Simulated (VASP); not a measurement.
Calculation: PBEsol GGA, VASP's PBE PAW potentials (set 64) (plane waves; VASP 6.6.1).

The input files of a VASP run:

### KPOINTS
```
Automatic mesh
0
Gamma
15 15 8
0 0 0
```

INCAR:
```
LWAVE  =  F
LASPH  =  T
ISMEAR  =  1
SYSTEM  =  Hf
ISIF  =  2
NELMIN  =  4
GGA  =  PS
EDIFFG  =  -0.03   # ionic stop
NSW  =  20
NELM  =  100
LCHARG  =  F
SIGMA  =  0.1
PREC  =  Normal
ALGO  =  Fast
LREAL  =  F
ENCUT  =  400
IBRION  =  2   # conjugate gradients
LMAXMIX  =  6
EDIFF  =  1E-5   # SCF stop (eV)
```

File POSCAR:
```
Hf
1.0
  3.1575338446   0.0000000000   0.0000000000
 -1.5787669224   2.7345044859   0.0000000000
  0.0000000000   0.0000000000   4.9922144260
Hf
2
Cartesian
  1.5787685010   0.9115005838   3.7441608195
 -0.0000015788   1.8230039021   1.2480536065
```

POTCAR, in this order: Hf_pv (PBE.64 set). Program: vasp_std.

The resulting files:

**OUTCAR**
```
 ion  position               nearest neighbor table
   1  0.667  0.333  0.750-   2 3.09   2 3.09   2 3.09   2 3.09   2 3.09   2 3.09
   2  0.333  0.667  0.250-   1 3.09   1 3.09   1 3.09   1 3.09   1 3.09   1 3.09
  LATTYP: Found a hexagonal cell.
 ALAT       =     3.1575338446
 C/A-ratio  =     1.5810485878
 Subroutine PRICEL returns:
 Original cell was already a primitive cell.
 Subroutine GETGRP returns: Found 24 space group operations
The static configuration has the point symmetry D_3d.
 The point group associated with its full space group is D_6h.
The dynamic configuration has the point symmetry D_3d.
 Subroutine INISYM returns: Found 24 space group operations
 Subroutine IBZKPT returns following result:
 Found    135 irreducible k-points:

 Following reciprocal coordinates:
            Coordinates               Weight
  0.000000  0.000000  0.000000      1.000000
  0.066667 -0.000000  0.000000      6.000000
  0.133333  0.000000  0.000000      6.000000
  0.200000  0.000000  0.000000      6.000000
  0.266667  0.000000  0.000000      6.000000
  0.333333  0.000000  0.000000      6.000000
  0.400000  0.000000  0.000000      6.000000
  0.466667 -0.000000  0.000000      6.000000
  0.066667  0.066667  0.000000      6.000000
  0.133333  0.066667  0.000000     12.000000
  0.200000  0.066667  0.000000     12.000000
  0.266667  0.066667  0.000000     12.000000
  0.333333  0.066667  0.000000     12.000000
  0.400000  0.066667  0.000000     12.000000
  0.466667  0.066667  0.000000      6.000000
  0.133333  0.133333  0.000000      6.000000
  0.200000  0.133333  0.000000     12.000000
  0.266667  0.133333  0.000000     12.000000
  0.333333  0.133333  0.000000     12.000000
  0.400000  0.133333  0.000000     12.000000
  0.200000  0.200000  0.000000      6.000000
  0.266667  0.200000  0.000000     12.000000
...
```

**OSZICAR**
```
       N       E                     dE             d eps       ncg     rms          rms(c)
DAV:   1     0.391672690570E+02    0.39167E+02   -0.10323E+04  3876   0.112E+03
DAV:   2    -0.200387733597E+02   -0.59206E+02   -0.58058E+02  4806   0.238E+02
DAV:   3    -0.217434552535E+02   -0.17047E+01   -0.16724E+01  5082   0.282E+01
DAV:   4    -0.217580887318E+02   -0.14633E-01   -0.14626E-01  4334   0.328E+00
DAV:   5    -0.217583079683E+02   -0.21924E-03   -0.21922E-03  5158   0.322E-01    0.672E+01
RMM:   6    -0.212056651418E+02    0.55264E+00   -0.44536E-01  3780   0.476E+00    0.404E+01
RMM:   7    -0.210135969204E+02    0.19207E+00   -0.10630E+00  3957   0.729E+00    0.219E+00
RMM:   8    -0.210037020393E+02    0.98949E-02   -0.94206E-02  3828   0.253E+00    0.298E-01
RMM:   9    -0.210050764582E+02   -0.13744E-02   -0.15610E-02  4494   0.887E-01    0.703E-01
RMM:  10    -0.210054567584E+02   -0.38030E-03   -0.22399E-03  4313   0.354E-01    0.194E+00
RMM:  11    -0.210052159474E+02    0.24081E-03   -0.37711E-04  3953   0.143E-01    0.541E-01
RMM:  12    -0.210051779981E+02    0.37949E-04   -0.17273E-04  3882   0.855E-02    0.591E-02
RMM:  13    -0.210051809084E+02   -0.29103E-05   -0.25412E-05  2719   0.305E-02
   1 F= -.21005181E+02 E0= -.21005062E+02  d E =-.210052E+02
```

File OUTCAR:
```
------------------------ aborting loop because EDIFF is reached ----------------------------------------
  FORCE on cell =-STRESS in cart. coord.  units (eV):
  Direction    XX          YY          ZZ          XY          YZ          ZX
  --------------------------------------------------------------------------------------
  Total        0.0027505      0.0027505     -0.0608173     -0.0000000      0.0000000     -0.0000000
  in kB        0.1022366      0.1022366     -2.2605685     -0.0000000      0.0000000     -0.0000000
  external PRESSURE =      -0.6853651 kB  Pullay stress =       0.0000000 kB
  volume of cell :       43.10
      direct lattice vectors                 reciprocal lattice vectors
     3.157533845  0.000000000  0.000000000     0.316702860  0.182848484  0.000000000
    -1.578766922  2.734504486  0.000000000     0.000000000  0.365696968  0.000000000
     0.000000000  0.000000000  4.992214426     0.000000000  0.000000000  0.200311909
 POSITION                                       TOTAL-FORCE (eV/Angst)
 -----------------------------------------------------------------------------------
      1.57877      0.91150      3.74416        -0.000000      0.000000      0.000000
     -0.00000      1.82300      1.24805         0.000000     -0.000000      0.000000
 -----------------------------------------------------------------------------------
    total drift:                               -0.000155      0.000085     -0.000016
  FREE ENERGIE OF THE ION-ELECTRON SYSTEM (eV)
  ---------------------------------------------------
  free  energy   TOTEN  =       -21.0051809084 eV

  energy  without entropy=      -21.0048235023  energy(sigma->0) =      -21.00506177

 reached required accuracy - stopping structural energy minimisation
```
(Selected blocks of OUTCAR.)

The compound is Hf in the hcp structure. It was relaxed first.
